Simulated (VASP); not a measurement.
Data:

```xyz
3
Lattice="1.5454 0.8923 4.8795 -1.5454 0.8923 4.8795 0.0000 -1.7845 4.8795" Properties=species:S:1:pos:R:3 pbc="T T T"
Hf     0.0000     0.0000    14.6363
O      0.0000     0.0000    10.9065
O      0.0000     0.0000     8.6131
```

Level of theory: r2SCAN meta-GGA, VASP's PBE PAW potentials (set 64) (plane waves; VASP). Settings: 520 eV cut-off, 9×9×9 Γ-centred mesh, tetrahedra with Blöchl corrections, potentials Hf_pv O.

Unless said otherwise, spin-orbit coupling is left out, though it shifts the bands of the heavy elements here.

Problem. Give the energies of bands 6 to 14 at the high-symmetry points, in eV from the valence-band maximum.

Solution. 
```json
[
 {"band": "6", "Γ": "-5.59", "T": "-4.67", "H2": "-5.12", "L": "-5.41", "S0": "-5.13", "F": "-5.25"},
 {"band": "7", "Γ": "-3.85", "T": "-3.90", "H2": "-4.10", "L": "-3.83", "S0": "-4.09", "F": "-3.81"},
 {"band": "8", "Γ": "-3.85", "T": "-3.90", "H2": "-3.50", "L": "-3.69", "S0": "-3.53", "F": "-3.54"},
 {"band": "9", "Γ": "-2.50", "T": "-2.44", "H2": "-3.27", "L": "-3.41", "S0": "-3.27", "F": "-3.28"},
 {"band": "10", "Γ": "-2.50", "T": "-2.44", "H2": "-2.13", "L": "-2.23", "S0": "-2.10", "F": "-2.38"},
 {"band": "11", "Γ": "0.00", "T": "-1.52", "H2": "-0.81", "L": "-0.49", "S0": "-0.81", "F": "-0.87"},
 {"band": "12", "Γ": "3.37", "T": "4.04", "H2": "1.95", "L": "2.38", "S0": "1.95", "F": "2.34"},
 {"band": "13", "Γ": "5.55", "T": "5.48", "H2": "4.97", "L": "6.37", "S0": "4.95", "F": "6.43"},
 {"band": "14", "Γ": "6.24", "T": "6.17", "H2": "7.65", "L": "7.08", "S0": "7.68", "F": "6.96"}
]
```

The gap is indirect, 1.90 eV, from the valence maximum at Γ to the conduction minimum at Γ-S0 at 0.71.

The structure was generated: HfO2 was put into the 3R-MoS2 type (R3m), which need not be its known phase. It was relaxed first, which changed the volume by +28 %.
